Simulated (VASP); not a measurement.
Consider the following.

```xyz
5
Lattice="4.0338 0.0000 0.0000 0.0000 4.0338 0.0000 0.0000 0.0000 4.0338" Properties=species:S:1:pos:R:3 pbc="T T T"
Ba     0.0000     0.0000     0.0000
Ti     2.0169     2.0169     2.0169
O      2.0169     0.0000     2.0169
O      0.0000     2.0169     2.0169
O      2.0169     2.0169     0.0000
```

These are PBE GGA, VASP's PBE PAW potentials (set 64) (plane waves; VASP) values and carry that method's errors. Run with 520 eV cut-off, Gaussian smearing of 0.050 eV, potentials Ba_sv Ti_sv O.

Unless said otherwise, spin-orbit coupling is left out, though it shifts the bands of the heavy elements here.

Question: Give the energies of bands 12 to 23 at the high-symmetry points, in eV from the valence-band maximum.

Answer: 
```csv
band,Γ,X,M,R
12,-2.31,-3.93,-4.24,-4.42
13,-2.31,-2.73,-3.95,-3.76
14,-2.31,-2.73,-3.78,-3.76
15,-1.05,-1.93,-2.61,-2.41
16,-1.05,-1.85,-2.61,-2.41
17,-1.05,-1.80,-1.73,-2.41
18,-0.17,-1.80,-0.88,0.00
19,-0.17,-0.71,-0.88,0.00
20,-0.17,-0.71,-0.09,0.00
21,1.70,1.85,3.37,4.01
22,1.70,3.37,3.37,4.01
23,1.70,3.37,3.78,4.01
```

The gap is indirect, 1.70 eV, from the valence maximum at R to the conduction minimum at Γ.

Measured: gap 3.20 eV (computed value off by -1.50 eV), as given by Yu-ichiro Matsushita et al., Physical Review B (2011), arXiv:1104.2769.

The compound is BaTiO3 in the cubic perovskite structure, the ideal cubic form; the compound distorts at low or room temperature. It was relaxed first.
